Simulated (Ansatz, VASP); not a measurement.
# One calculation of RbSrSi2, two programs

File INCAR:

```
SYSTEM = RbSrSi2
ALGO = Normal
EDIFF = 1E-7
ENCUT = 520
GGA = PE
ISIF = 2
ISMEAR = 0
LASPH = .TRUE.
LCHARG = .FALSE.
LREAL = .FALSE.
LWAVE = .FALSE.
NBANDS = 22
NELM = 100
PREC = Accurate
SIGMA = 0.1
```

KPOINTS

```
k-points
0
G
  4 4 4
  0 0 0
```

POSCAR

```
RbSrSi2
1.0
    4.2621086200      0.0000000000      0.0000000000
    0.0000000000      4.2621086200      0.0000000000
    0.0000000000      0.0000000000      4.4857285600
Rb Sr Si
1 1 2
Direct
    0.0000000000      0.0000000000      0.5000000000
    0.0000000000      0.0000000000      0.0000000000
    0.5000000000      0.5000000000      0.2547778500
    0.5000000000      0.5000000000      0.7452221500
```

Input for Ansatz:

```yaml
crystal:
  lattice:
    - [4.26210862, 0.0, 0.0]
    - [0.0, 4.26210862, 0.0]
    - [0.0, 0.0, 4.48572856]
  atoms:
    - { symbol: Rb, position: [0.0, 0.0, 0.5] }
    - { symbol: Sr, position: [0.0, 0.0, 0.0] }
    - { symbol: Si, position: [0.5, 0.5, 0.25477785] }
    - { symbol: Si, position: [0.5, 0.5, 0.74522215] }
basis:
  ecutwfc: 420
kpoints:
  mp_grid: { grid: [4, 4, 4] }
hamiltonian:
  xc: pbe
scf:
  occupations: { method: gaussian, width: 0.1 }
  lower_state_search: "off"
output:
  forces: true
  stress: true
  eigenvalues: true
```

Alike in both runs: task single point; functional PBE; k mesh 4 × 4 × 4; occupations gaussian, width 0.1 eV; no spin polarisation.

|  | VASP | Ansatz |
| --- | --- | --- |
| version | VASP 6.6.1 | Ansatz 0.2.0 |
| potentials or method | VASP PAW PBE potentials, release 64 (Rb_sv, Sr_sv, Si) | scalar-relativistic, plane waves, PAW |
| plane-wave cutoff (eV) | 520 | 420 |
| valence electrons in the cell | 27 | 27 |

```csv
,VASP,Ansatz,Ansatz less VASP
gap on the k mesh at the Fermi level (eV),none,none,-
rms of the force components (eV/Å),0.492,0.493,+0.0009
```

Atom by atom the forces differ by 0.001 eV/Å (rms over components). A gap of «none» marks a metal or a gap that the smearing closes. The functional is the same, so the differences come from potentials, cutoffs and numerics.

Caveats: the k mesh is coarse (spacing up to 0.37 Å⁻¹), so the values aren't converged; forces of over 1 eV/Å show positions far from the minimum, so gaps and moduli don't describe the material at rest.
